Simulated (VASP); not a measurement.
These are r2SCAN meta-GGA, VASP's PBE PAW potentials (set 64) (plane waves; VASP) values and carry that method's errors.

The input files of a VASP run:

INCAR:
```
LWAVE=.FALSE.
LMAXMIX=4
ISPIN=2
LMIXTAU=.TRUE.
NELM=100   # most electronic steps
LASPH=.TRUE.
METAGGA=R2SCAN
SYSTEM=Ni3Al
SIGMA=0.1
ISMEAR=1   # Methfessel-Paxton
MAGMOM=-0.0 3*0.3
ALGO=Normal   # blocked Davidson
EDIFF=1E-7   # SCF stop (eV)
LCHARG=.FALSE.
LREAL=.FALSE.   # projection in real space or not
LORBIT=10
PREC=Accurate
ENCUT=520
ISIF=2   # forces and stress, cell fixed
```

**POSCAR**
```
Ni3Al
1
    3.5265825489     0.0000000000     0.0000000000
    0.0000000000     3.5265825489     0.0000000000
    0.0000000000     0.0000000000     3.5265825489
Al Ni
1 3
Direct
  0.0000000000   0.0000000000   0.0000000000
  0.0000000000   0.5000000000   0.5000000000
  0.5000000000   0.0000000000   0.5000000000
  0.5000000000   0.5000000000   0.0000000000
```

**KPOINTS**
```
Automatic mesh
0
Gamma
9 9 9
0 0 0
```

POTCAR, in this order: Al Ni (PBE.64 set). Program: vasp_std.

Q: Estimate the energy per atom (σ→0), cell moment, band gap (on the k-mesh).

A: 
```yaml
energy per atom (σ→0): -11.076 eV/atom
cell_moment: 0.92 μB
band gap (on the k-mesh): none (metal, semimetal or under 0.01 eV)
```

### OSZICAR
```
...
DAV:  13    -0.443023259225E+02   -0.26321E-04   -0.14208E-04  3184   0.184E-01    0.347E-02
DAV:  14    -0.443023321963E+02   -0.62738E-05   -0.22719E-05  3208   0.573E-02    0.167E-02
DAV:  15    -0.443023328821E+02   -0.68580E-06   -0.53065E-06  3512   0.290E-02    0.539E-03
DAV:  16    -0.443023330018E+02   -0.11976E-06   -0.88188E-07  3020   0.112E-02    0.403E-03
DAV:  17    -0.443023326402E+02    0.36162E-06   -0.78903E-08  1584   0.375E-03    0.204E-03
DAV:  18    -0.443023324297E+02    0.21053E-06   -0.43481E-08  1532   0.307E-03    0.692E-04
DAV:  19    -0.443023324509E+02   -0.21167E-07   -0.10805E-08  1504   0.140E-03
   1 F= -.44302332E+02 E0= -.44302933E+02  d E =0.180147E-02  mag=     0.9180
```

The compound is Ni3Al in the L1_2 structure. It was relaxed first.
